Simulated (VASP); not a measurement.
Output of a VASP run:

File OUTCAR:
```
 ion  position               nearest neighbor table
   1  0.000  0.000  0.000-   2 2.32   3 2.32   3 2.58   2 2.58   3 2.58   3 2.58   3 2.58   2 2.58
                             2 2.58   2 2.58
   2  0.375  0.375  0.000-   3 1.55   1 2.32   1 2.58   1 2.58   1 2.58   1 2.58
   3  0.625  0.625  0.000-   2 1.55   1 2.32   1 2.58   1 2.58   1 2.58   1 2.58
  LATTYP: Found a body centered tetragonal cell.
 ALAT       =     3.4863112514
 C/A-ratio  =     1.7780567346
 Subroutine PRICEL returns:
 Original cell was already a primitive cell.
 Subroutine GETGRP returns: Found 16 space group operations
The static configuration has the point symmetry D_4h.
The dynamic configuration has the point symmetry D_4h.
 Subroutine INISYM returns: Found 16 space group operations
 Subroutine IBZKPT returns following result:
 Found    102 irreducible k-points:

 Following reciprocal coordinates:
            Coordinates               Weight
  0.000000  0.000000  0.000000      1.000000
  0.100000 -0.000000  0.000000      8.000000
  0.200000 -0.000000  0.000000      8.000000
  0.300000 -0.000000  0.000000      8.000000
  0.400000 -0.000000  0.000000      8.000000
  0.500000 -0.000000  0.000000      4.000000
  0.100000  0.100000  0.000000      8.000000
  0.200000  0.100000  0.000000     16.000000
  0.300000  0.100000  0.000000     16.000000
  0.400000  0.100000  0.000000     16.000000
  0.500000  0.100000  0.000000     16.000000
 -0.400000  0.100000 -0.000000     16.000000
 -0.300000  0.100000 -0.000000     16.000000
 -0.200000  0.100000 -0.000000     16.000000
 -0.100000  0.100000  0.000000      4.000000
  0.200000  0.200000  0.000000      8.000000
  0.300000  0.200000  0.000000     16.000000
  0.400000  0.200000  0.000000     16.000000
  0.500000  0.200000  0.000000     16.000000
 -0.400000  0.200000 -0.000000     16.000000
 -0.300000  0.200000 -0.000000     16.000000
 -0.200000  0.200000  0.000000      4.000000
  0.300000  0.300000  0.000000      8.000000
  0.400000  0.300000  0.000000     16.000000
  0.500000  0.300000  0.000000     16.000000
 -0.400000  0.300000 -0.000000     16.000000
 -0.300000  0.300000  0.000000      4.000000
  0.400000  0.400000  0.000000      8.000000
  0.500000  0.400000  0.000000     16.000000
 -0.400000  0.400000  0.000000      4.000000
  0.500000  0.500000  0.000000      2.000000
  0.100000  0.100000  0.100000      8.000000
  0.200000  0.100000  0.100000     16.000000
  0.300000  0.100000  0.100000     16.000000
  0.400000  0.100000  0.100000      8.000000
 -0.100000  0.100000  0.100000      4.000000
  0.200000  0.200000  0.100000      8.000000
  0.300000  0.200000  0.100000     16.000000
  0.400000  0.200000  0.100000     16.000000
  0.500000  0.200000  0.100000     16.000000
   k-points           NKPTS =    102   k-points in BZ     NKDIM =    102   number of bands    NBANDS=     12
   number of dos      NEDOS =    301   number of ions     NIONS =      3
   total plane-waves  NPLWV =  32768
   dimension x,y,z NGX =    32 NGY =   32 NGZ =   32
   dimension x,y,z NGXF=    64 NGYF=   64 NGZF=   64
   ions per type =               1   2
   PREC   = accura    normal or accurate (medium, high low for compatibility)
   ISTART =      0    job   : 0-new  1-cont  2-samecut
   ICHARG =      2    charge: 1-file 2-atom 10-const
   ISPIN  =      1    spin polarized calculation?
   LNONCOLLINEAR =      F non collinear calculations
   LSORBIT =      F    spin-orbit coupling
   INIWAV =      1    electr: 0-lowe 1-rand  2-diag
   ENCUT  =  600.0 eV  44.10 Ry    6.64 a.u.   7.91  7.91  7.91*2*pi/ulx,y,z
   NELM   =    100;   NELMIN=  2; NELMDL= -5     # of ELM steps
   EDIFF  = 0.1E-06   stopping-criterion for ELM
   LREAL  =      F    real-space projection
   NLSPLINE    = F    spline interpolate recip. space projectors
   LMAXMIX     =    6 max onsite mixed and CHGCAR
   VOSKOWN=      0    Vosko Wilk Nusair interpolation
   EDIFFG = -.1E-01   stopping-criterion for IOM
...
```

**OSZICAR**
```
       N       E                     dE             d eps       ncg     rms          rms(c)
DAV:   1     0.910793080848E+02    0.91079E+02   -0.83496E+03  2448   0.141E+03
DAV:   2    -0.150642087172E+02   -0.10614E+03   -0.10198E+03  2820   0.299E+02
DAV:   3    -0.179496378748E+02   -0.28854E+01   -0.28176E+01  3124   0.453E+01
DAV:   4    -0.179749900161E+02   -0.25352E-01   -0.25298E-01  2828   0.437E+00
DAV:   5    -0.179752921494E+02   -0.30213E-03   -0.30205E-03  3048   0.416E-01    0.115E+01
DAV:   6    -0.170859441998E+02    0.88935E+00   -0.17855E+00  2848   0.958E+00    0.651E+00
DAV:   7    -0.170042911446E+02    0.81653E-01   -0.39682E-01  3056   0.399E+00    0.240E+00
DAV:   8    -0.170010327477E+02    0.32584E-02   -0.37277E-02  2880   0.172E+00    0.149E-01
DAV:   9    -0.170007279395E+02    0.30481E-03   -0.17915E-03  2960   0.401E-01    0.381E-02
DAV:  10    -0.170007074808E+02    0.20459E-04   -0.10850E-04  2944   0.109E-01    0.107E-02
DAV:  11    -0.170007066693E+02    0.81148E-06   -0.58385E-06  2920   0.227E-02    0.594E-03
DAV:  12    -0.170007067605E+02   -0.91147E-07   -0.20578E-06  2964   0.138E-02    0.950E-04
DAV:  13    -0.170007067504E+02    0.10134E-07   -0.52471E-08  1736   0.255E-03
   1 F= -.99468804E+01 E0= -.99471065E+01  d E =-.994688E+01
```

OUTCAR:
```
------------------------ aborting loop because EDIFF is reached ----------------------------------------
  FORCE on cell =-STRESS in cart. coord.  units (eV):
  Direction    XX          YY          ZZ          XY          YZ          ZX
  --------------------------------------------------------------------------------------
  Total        7.0463846      7.0463846      7.0516347      0.0000000      0.0000000      0.0000000
  in kB      299.6835010    299.6835010    299.9067909      0.0000000      0.0000000      0.0000000
  external PRESSURE =      -0.2420690 kB  Pullay stress =     300.0000000 kB
  volume of cell :       37.67
      direct lattice vectors                 reciprocal lattice vectors
    -1.743155626  1.743155626  3.099429600     0.000000000  0.286836122  0.161320005
     1.743155626 -1.743155626  3.099429600     0.286836122  0.000000000  0.161320005
     1.743155626  1.743155626 -3.099429600     0.286836122  0.286836122  0.000000000
 POSITION                                       TOTAL-FORCE (eV/Angst)
 -----------------------------------------------------------------------------------
      0.00000      0.00000      0.00000         0.000000      0.000000     -0.000000
      0.00000      0.00000      2.32331        -0.000000     -0.000000     -0.001474
      0.00000      0.00000      3.87555        -0.000000     -0.000000      0.001474
 -----------------------------------------------------------------------------------
    total drift:                               -0.000000     -0.000000     -0.000000
  FREE ENERGIE OF THE ION-ELECTRON SYSTEM (eV)
  ---------------------------------------------------
  free  energy   TOTEN  =       -17.0007067504 eV

  energy  without entropy=      -17.0013851183  energy(sigma->0) =      -17.00093287
  enthalpy is  TOTEN    =        -9.9468804080 eV   P V=        7.0538263424

 reached required accuracy - stopping structural energy minimisation
```
(Selected blocks of OUTCAR.)

**POSCAR**
```
SmB2
1
   -1.7431556257     1.7431556257     3.0994295997
    1.7431556257    -1.7431556257     3.0994295997
    1.7431556257     1.7431556257    -3.0994295997
Sm B
1 2
Direct
  0.0000000000   0.0000000000   0.0000000000
  0.3747968900   0.3747968900   0.0000000000
  0.6252031100   0.6252031100   0.0000000000
```

Q: Reconstruct the remaining input files.

A: This is not unique; one that fits is the input of the run itself, PBEsol GGA, plane waves, VASP's PBE PAW potentials (set 64).

### INCAR
```
SIGMA  =  0.1
PREC  =  Accurate
EDIFF  =  1E-7   # SCF stop (eV)
NELM  =  100
SYSTEM  =  SmB2
LWAVE  =  .FALSE.
LMAXMIX  =  6   # l cut-off of mixed one-centre charges
EDIFFG  =  -0.01
NSW  =  40   # most ionic steps
ENCUT  =  600   # plane-wave cut-off (eV)
ALGO  =  Normal   # blocked Davidson
LCHARG  =  .FALSE.
LASPH  =  .TRUE.
ISMEAR  =  1   # Methfessel-Paxton
LREAL  =  .FALSE.   # projection in real space or not
PSTRESS  =  300   # kbar
ISIF  =  3   # ions, shape and volume
GGA  =  PS   # PBEsol
IBRION  =  2   # conjugate gradients
```

### KPOINTS
```
Automatic mesh
0
Gamma
10 10 10
0 0 0
```

POTCAR, in this order: Sm_3 B (PBE.64 set). Program: vasp_std.

The 4f electrons are frozen in the core of the lanthanide potential, so 4f levels, which can set the real gap, and their magnetism are missing.

The structure was generated: SmB2 was put into the MoSi2 type (I4/mmm), which need not be its known phase. It was relaxed first under an external pressure of 30 GPa. The electron count is odd and the run is not spin-polarised, which forces a metal.
